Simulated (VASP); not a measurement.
Be3Te2Se:

```
Be Te Se
1.0
    -2.71982    2.71982    4.53182
     2.71982   -2.71982    4.53182
     2.71982    2.71982   -4.53182
Be Te Se
3 2 1
Direct
  0.75000 0.25000 0.50000
  0.25000 0.75000 0.50000
  0.00000 0.00000 0.00000
  0.50000 0.00000 0.50000
  0.00000 0.50000 0.50000
  0.50000 0.50000 0.00000
```

The cell was built by a generator and needn't be a form met in nature.

| Quantity | Value |
| --- | --- |
| Program | VASP 6.6.1 |
| Task | relaxation of cell and atoms |
| Functional | PBE |
| Potentials or basis | VASP PAW PBE potentials, release 64 (Be, Te, Se) |
| Cutoff | 520 eV |
| k mesh | 4 × 4 × 4 |
| Occupations | gaussian, width 0.15 eV |
| Spin | no spin polarisation |

At the start: pressure 5.9 GPa; volume 22.35 Å³/atom.

Task: How do energy, volume and symmetry change on relaxing?

Result: Over 6 steps the energy falls by 84.3 meV/atom and the volume is 25.26 Å³/atom (+13.0 %); space group I4/mmm (No. 139, to 0.05 Å).

Step by step:
```tsv
step	energy change (eV)	largest force (eV/Å)	pressure (GPa)	volume (Å³)
1	0.0000	0.0000	5.86	134.09
2	-0.4615	0.0000	0.34	150.48
3	-0.4746	0.0000	-0.46	153.78
4	-0.4748	0.0000	-0.60	154.36
5	-0.4996	0.0000	-0.35	152.88
6	-0.5058	0.0000	-0.06	151.57
```

Final structure:
```yaml
crystal:
  lattice:
    - [-2.74629, 2.74629, 5.02417]
    - [2.74629, -2.74629, 5.02417]
    - [2.74629, 2.74629, -5.02417]
  atoms:
    - { symbol: Be, position: [0.75000, 0.25000, 0.50000] }
    - { symbol: Be, position: [0.25000, 0.75000, 0.50000] }
    - { symbol: Be, position: [0.00000, 0.00000, 0.00000] }
    - { symbol: Te, position: [0.50000, 0.00000, 0.50000] }
    - { symbol: Te, position: [0.00000, 0.50000, 0.50000] }
    - { symbol: Se, position: [0.50000, 0.50000, 0.00000] }
```

Caveat: the k mesh is coarse (spacing up to 0.41 Å⁻¹), so the values aren't converged.
